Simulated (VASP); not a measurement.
Consider the following.

```xyz
2
Lattice="2.7879 0.0000 0.0000 0.0000 2.7879 0.0000 0.0000 0.0000 2.7879" Properties=species:S:1:pos:R:3 pbc="T T T"
Al     1.3940     1.3940     1.3940
Ni     0.0000     0.0000     0.0000
```

The numbers are results of SCAN meta-GGA, VASP's PBE PAW potentials (set 64) (plane waves; VASP), not measurements. Numerical set-up: 520 eV cut-off, 13×13×13 Γ-centred mesh, first-order Methfessel-Paxton smearing of 0.10 eV, potentials Al Ni.

Task: Give the stress tensor in GPa (positive for a compressed cell).

Result: 
```
13.80   0.00   0.00
 0.00  13.80   0.00
 0.00   0.00  13.80
```
The pressure is its mean diagonal, 13.80 GPa.

The compound is NiAl in the CsCl type structure. This cell is one point of a volume scan, at 0.94 of the reference volume. The run is not spin-polarised, so no magnetic state was tried. The electron count is odd and the run is not spin-polarised, which forces a metal.
